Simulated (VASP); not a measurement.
# ScBPd3 (Pm-3m) in VASP: reference runs

Reference runs on ScBPd3: the cell as given and a disturbed copy.

All numbers are computed with VASP 6.6.1; they aren't measurements. Logs are shortened: lines on timing, memory, paths and dates and some standing lists are left out, and cuts for length are marked.

### Step 1. The crystal as given

The structure is cubic, space group Pm-3m (No. 221). The conventional cell has a = 4.235 Å, b = 4.235 Å, c = 4.235 Å, α = 90.00°, β = 90.00°, γ = 90.00°. Around Pd (site symmetry 4/mmm) lie 2 B at 2.12 Å. Sc (site symmetry m-3m) has 12 Pd at 2.99 Å as nearest neighbours. B (site symmetry m-3m) has 6 Pd at 2.12 Å as nearest neighbours.

The cell comes from a database or a generator and needn't be the stable form of this composition.

### Step 2. Single point, PBE

File INCAR:

```
SYSTEM = ScBPd3
PREC = Accurate
ENCUT = 520
EDIFF = 1E-7
ISMEAR = -1
SIGMA = 0.05
LREAL = .FALSE.
LASPH = .TRUE.
NELM = 60
ALGO = Normal
ISIF = 2
LWAVE = .FALSE.
LCHARG = .FALSE.
GGA = PE
NBANDS = 30
```

File KPOINTS:

```
regular mesh
0
G
  6 6 6
  0 0 0
```

File POSCAR:

```
ScBPd3
1.0
    4.2349570000      0.0000000000      0.0000000000
    0.0000000000      4.2349570000      0.0000000000
    0.0000000000      0.0000000000      4.2349570000
Pd Sc B
3 1 1
Direct
    0.5000000000      0.0000000000      0.5000000000
    0.5000000000      0.5000000000      0.0000000000
    0.0000000000      0.5000000000      0.5000000000
    0.0000000000      0.0000000000      0.0000000000
    0.5000000000      0.5000000000      0.5000000000
```

Potentials or basis: VASP PAW PBE potentials, release 64 (Pd, Sc_sv, B).

Started as:

```sh
$ cat potpaw_PBE.64/Pd/POTCAR potpaw_PBE.64/Sc_sv/POTCAR potpaw_PBE.64/B/POTCAR > POTCAR
$ mpirun -np 1 vasp_std > vasp.out
```

OUTCAR:

```text
SYSTEM = ScBPd3
   PREC = Accurate
   ENCUT = 520
   EDIFF = 1E-7
   ISMEAR = -1
   LREAL = .FALSE.
   LASPH = .TRUE.
   NELM = 60
   ISIF = 2
   GGA = PE

 ion  position               nearest neighbor table
   1  0.500  0.000  0.500-   5 2.12   5 2.12   4 2.99   2 2.99   2 2.99   4 2.99   2 2.99   3 2.99
                             3 2.99   2 2.99   3 2.99   4 2.99   4 2.99   3 2.99
   2  0.500  0.500  0.000-   5 2.12   5 2.12   4 2.99   1 2.99   1 2.99   3 2.99   3 2.99   1 2.99
                             4 2.99   1 2.99   3 2.99   4 2.99   3 2.99   4 2.99
   3  0.000  0.500  0.500-   5 2.12   5 2.12   4 2.99   1 2.99   2 2.99   4 2.99   1 2.99   4 2.99
                             4 2.99   1 2.99   2 2.99   2 2.99   2 2.99   1 2.99
   4  0.000  0.000  0.000-   1 2.99   2 2.99   3 2.99   1 2.99   3 2.99   2 2.99   3 2.99   3 2.99
                             1 2.99   2 2.99   1 2.99   2 2.99
   5  0.500  0.500  0.500-   1 2.12   2 2.12   3 2.12   2 2.12   1 2.12   3 2.12

  LATTYP: Found a simple cubic cell.
 ALAT       =     4.2349570000

  Lattice vectors:

 A1 = (   4.2349570000,   0.0000000000,   0.0000000000)
 A2 = (   0.0000000000,   4.2349570000,   0.0000000000)
 A3 = (   0.0000000000,   0.0000000000,   4.2349570000)

Analysis of symmetry for initial positions (statically):
=====================================================================
 Subroutine PRICEL returns:
 Original cell was already a primitive cell.

 Routine SETGRP: Setting up the symmetry group for a
 simple cubic supercell.

 Subroutine GETGRP returns: Found 48 space group operations
 (whereof 48 operations were pure point group operations)
 out of a pool of 48 trial point group operations.

The static configuration has the point symmetry O_h .

Analysis of symmetry for dynamics (positions and initial velocities):
=====================================================================
 Subroutine PRICEL returns:
 Original cell was already a primitive cell.

 Routine SETGRP: Setting up the symmetry group for a
 simple cubic supercell.

 Subroutine GETGRP returns: Found 48 space group operations
 (whereof 48 operations were pure point group operations)
 out of a pool of 48 trial point group operations.

The dynamic configuration has the point symmetry O_h .

 Subroutine INISYM returns: Found 48 space group operations
 (whereof 48 operations are pure point group operations),
 and found     1 'primitive' translations

----------------------------------------------------------------------------------------

                                     Primitive cell

  volume of cell :      75.9534

  direct lattice vectors                    reciprocal lattice vectors
     4.234957000  0.000000000  0.000000000     0.236129906  0.000000000  0.000000000
     0.000000000  4.234957000  0.000000000     0.000000000  0.236129906  0.000000000
     0.000000000  0.000000000  4.234957000     0.000000000  0.000000000  0.236129906

  length of vectors
     4.234957000  4.234957000  4.234957000     0.236129906  0.236129906  0.236129906

  position of ions in fractional coordinates (direct lattice)
     0.500000000  0.000000000  0.500000000
     0.500000000  0.500000000  0.000000000
     0.000000000  0.500000000  0.500000000
     0.000000000  0.000000000  0.000000000
     0.500000000  0.500000000  0.500000000

  ion indices of the primitive-cell ions
   primitive index   ion index
                 1           1
                 2           2
                 3           3
                 4           4
                 5           5

----------------------------------------------------------------------------------------

 KPOINTS: regular mesh

Automatic generation of k-mesh.
 Grid dimensions read from file:
 generate k-points for:    6    6    6

 Generating k-lattice:

  Cartesian coordinates                     Fractional coordinates (reciprocal lattice)
     0.039354984  0.000000000  0.000000000     0.166666667  0.000000000  0.000000000
     0.000000000  0.039354984  0.000000000     0.000000000  0.166666667  0.000000000
     0.000000000  0.000000000  0.039354984     0.000000000  0.000000000  0.166666667

  Length of vectors
     0.039354984  0.039354984  0.039354984

  Shift w.r.t. Gamma in fractional coordinates (k-lattice)
     0.000000000  0.000000000  0.000000000

 Subroutine IBZKPT returns following result:
 ===========================================

 Found     20 irreducible k-points:

 Following reciprocal coordinates:
            Coordinates               Weight
  0.000000  0.000000  0.000000      1.000000
  0.166667  0.000000  0.000000      6.000000
  0.333333  0.000000  0.000000      6.000000
  0.500000  0.000000  0.000000      3.000000
  0.166667  0.166667  0.000000     12.000000
  0.333333  0.166667  0.000000     24.000000
[... 12 lines left out ...]
  0.500000  0.500000  0.333333      6.000000
  0.500000  0.500000  0.500000      1.000000
   k-points           NKPTS =     20   k-points in BZ     NKDIM =     20   number of bands    NBANDS=     30
   number of dos      NEDOS =    301   number of ions     NIONS =      5
   total plane-waves  NPLWV =  32768
   dimension x,y,z NGX =    32 NGY =   32 NGZ =   32
   dimension x,y,z NGXF=    64 NGYF=   64 NGZF=   64
   ions per type =               3   1   1
   NGX,Y,Z   is equivalent  to a cutoff of  12.56, 12.56, 12.56 a.u.
   NGXF,Y,Z  is equivalent  to a cutoff of  25.12, 25.12, 25.12 a.u.
 SYSTEM =  ScBPd3
   PREC   = accura    normal or accurate (medium, high low for compatibility)
   ISTART =      0    job   : 0-new  1-cont  2-samecut
   ICHARG =      2    charge: 1-file 2-atom 10-const
   ISPIN  =      1    spin polarized calculation?
   LNONCOLLINEAR =      F non collinear calculations
   LSORBIT =      F    spin-orbit coupling
   LASPH  =      T    aspherical Exc in radial PAW
   ENCUT  =  520.0 eV  38.22 Ry    6.18 a.u.   7.87  7.87  7.87*2*pi/ulx,y,z
   NELM   =     60;   NELMIN=  2; NELMDL= -5     # of ELM steps
   EDIFF  = 0.1E-06   stopping-criterion for ELM
   LREAL  =      F    real-space projection
   EDIFFG = 0.1E-05   stopping-criterion for IOM
   NSW    =      0    number of steps for IOM
   IBRION =     -1    ionic relax: 0-MD 1-quasi-New 2-CG
   NFREE  =      0    steps in history (QN), initial steepest desc. (CG)
   ISIF   =      2    stress and relaxation
   ISYM   =      2    0-nonsym 1-usesym 2-fastsym
   POTIM  = 0.5000    time-step for ionic-motion
   TEBEG  =    0.0;   TEEND  =   0.0 temperature during run
   PSTRESS=    0.0 pullay stress
   NELECT =      44.0000    total number of electrons
   NUPDOWN=      -1.0000    fix difference up-down
   EMIN   =  10.00;   EMAX   =-10.00  energy-range for DOS
   EFERMI =   0.00;   METHOD = LEGACY
   ISMEAR =    -1;   SIGMA  =   0.05  broadening in eV -4-tet -1-fermi 0-gaus
   EFERMI_NEDOS =   21; number of points for ismear=-14 and -15
   IALGO  =     38    algorithm
   IMIX   =      4    mixing-type and parameters
     AMIX     =   0.40;   BMIX     =  1.00
     AMIX_MAG =   1.60;   BMIX_MAG =  1.00
  volume/ion in A,a.u.               =      15.19       102.51
  Fermi-wavevector in a.u.,A,eV,Ry     =   1.364719  2.578946 25.340296  1.862459
  Thomas-Fermi vector in A             =   2.491011
   LORBIT       =      0    0 simple, 1 ext, 2 COOP (PROOUT), +10 PAW based schemes
   GGA     = PE    functional components
   LHFCALC =     F    Hartree Fock is set to
   AEXX    =    0.0000 exact exchange contribution
   IVDW    =     0    specifies the selected vdW correction
   LEPSILON=     F    determine dielectric tensor
   LRPA    =     F    only Hartree local field effects (RPA)
 non-spin polarized calculation
  energy-cutoff  :      520.00
  volume of cell :       75.95
 maximum number of plane-waves:      2103
 NGX is ok and might be reduce to    32
   NGX = 15   NGY = 15   NGZ = 15

 number of electron      43.9999994 magnetization

 Free energy of the ion-electron system (eV)
  ---------------------------------------------------
  ext. energy  EPLUGINS =         0.00000000
  ---------------------------------------------------
  free energy    TOTEN  =       -31.33072651 eV

  energy without entropy =      -31.30277531  energy(sigma->0) =      -31.31675091

 E-fermi :   8.1676     XC(G=0): -12.0091

 val. band max:        8.1383480323   @ k =   0.3333   0.3333   0.3333
 cond. band min:       8.1837924708   @ k =   0.1667   0.1667   0.0000
 fundamental gap:      0.0454444386
 Fermi energy:         8.1676453028

 k-point     1 :       0.0000    0.0000    0.0000
  band No.  band energies     occupation
      1     -42.6689      2.00000
      2     -21.2312      2.00000
      3     -21.2312      2.00000
      4     -21.2312      2.00000
      5      -2.3136      2.00000
      6       2.1032      2.00000
[... 22 lines left out ...]
     29      13.8531      0.00000
     30      13.8544      0.00000

 k-point     2 :       0.1667    0.0000    0.0000
  band No.  band energies     occupation
      1     -42.6687      2.00000
      2     -21.2352      2.00000
      3     -21.2314      2.00000
      4     -21.2314      2.00000
      5      -2.1232      2.00000
      6       2.3070      2.00000
[... 22 lines left out ...]
     29      13.2963      0.00000
     30      13.9670      0.00000

 k-point     3 :       0.3333    0.0000    0.0000
  band No.  band energies     occupation
      1     -42.6683      2.00000
      2     -21.2432      2.00000
      3     -21.2320      2.00000
      4     -21.2320      2.00000
      5      -1.6515      2.00000
      6       2.7555      2.00000
[... 22 lines left out ...]
     29      13.2313      0.00000
     30      13.8299      0.00000

 k-point     4 :       0.5000    0.0000    0.0000
  band No.  band energies     occupation
      1     -42.6681      2.00000
      2     -21.2473      2.00000
      3     -21.2322      2.00000
      4     -21.2322      2.00000
      5      -1.3352      2.00000
      6       2.3432      2.00000
[... 484 lines left out ...]
     29      11.6023      0.00000
     30      12.4157      0.00000

 k-point    19 :       0.5000    0.5000    0.3333
  band No.  band energies     occupation
      1     -42.6675      2.00000
      2     -21.2418      2.00000
      3     -21.2418      2.00000
      4     -21.2390      2.00000
      5       0.5494      2.00000
      6       1.3732      2.00000
[... 22 lines left out ...]
     29      11.8445      0.00000
     30      12.4479      0.00000

 k-point    20 :       0.5000    0.5000    0.5000
  band No.  band energies     occupation
      1     -42.6675      2.00000
      2     -21.2410      2.00000
      3     -21.2410      2.00000
      4     -21.2410      2.00000
      5       1.2585      2.00000
      6       1.2585      2.00000
[... 22 lines left out ...]
     29      11.9425      0.00000
     30      11.9425      0.00000

------------------------ aborting loop because EDIFF is reached ----------------------------------------

  FORCE on cell =-STRESS in cart. coord.  units (eV):
  Direction    XX          YY          ZZ          XY          YZ          ZX
  --------------------------------------------------------------------------------------
  -------------------------------------------------------------------------------------
  Total       -0.3866697     -0.3866697     -0.3866697     -0.0000000     -0.0000000     -0.0000000
  in kB       -8.1564971     -8.1564971     -8.1564971     -0.0000000     -0.0000000     -0.0000000
  external PRESSURE =      -8.1564971 kB  Pullay stress =       0.0000000 kB

 VOLUME and BASIS-vectors are now :
 -----------------------------------------------------------------------------
  energy-cutoff  :      520.00
  volume of cell :       75.95
      direct lattice vectors                 reciprocal lattice vectors
     4.234957000  0.000000000  0.000000000     0.236129906  0.000000000  0.000000000
     0.000000000  4.234957000  0.000000000     0.000000000  0.236129906  0.000000000
     0.000000000  0.000000000  4.234957000     0.000000000  0.000000000  0.236129906

 POSITION                                       TOTAL-FORCE (eV/Angst)
 -----------------------------------------------------------------------------------
      2.11748      0.00000      2.11748         0.000000      0.000000      0.000000
      2.11748      2.11748      0.00000         0.000000      0.000000      0.000000
      0.00000      2.11748      2.11748         0.000000      0.000000      0.000000
      0.00000      0.00000      0.00000         0.000000      0.000000      0.000000
      2.11748      2.11748      2.11748         0.000000      0.000000      0.000000
 -----------------------------------------------------------------------------------
    total drift:                                0.000000     -0.000000     -0.000000

  FREE ENERGIE OF THE ION-ELECTRON SYSTEM (eV)
  ---------------------------------------------------
  free  energy   TOTEN  =       -31.3307265144 eV

  energy  without entropy=      -31.3027753082  energy(sigma->0) =      -31.31675091
```

Run time: 27 s. Hardware: 1 thread of AMD EPYC 9R45 (Zen 5), shared host; peak memory 0.17 GiB.

What came out:

* Free energy: -31.3307 eV
* Pressure: -0.8 GPa
* Band gap on the k mesh: none (metal or under the smearing width)

Levels at points of the mesh, in eV from the Fermi level:
| k point | band 19 | band 20 | band 21 | band 22 | band 23 | band 24 | band 25 | band 26 |
| --- | --- | --- | --- | --- | --- | --- | --- | --- |
| (0.00, 0.00, 0.00) | -1.53 | -1.53 | -1.53 | -1.53 | -1.52 | 1.21 | 1.21 | 2.11 |
| (0.50, 0.00, 0.00) | -2.67 | -2.26 | -1.53 | 0.25 | 0.25 | 0.93 | 1.40 | 1.80 |
| (0.50, 0.50, 0.00) | -2.61 | -2.38 | -1.47 | -0.32 | -0.32 | 0.86 | 0.86 | 1.40 |
| (0.50, 0.50, 0.50) | -1.65 | -1.65 | -0.10 | -0.10 | -0.10 | 0.31 | 0.31 | 0.31 |

[end of part 1 of 2]
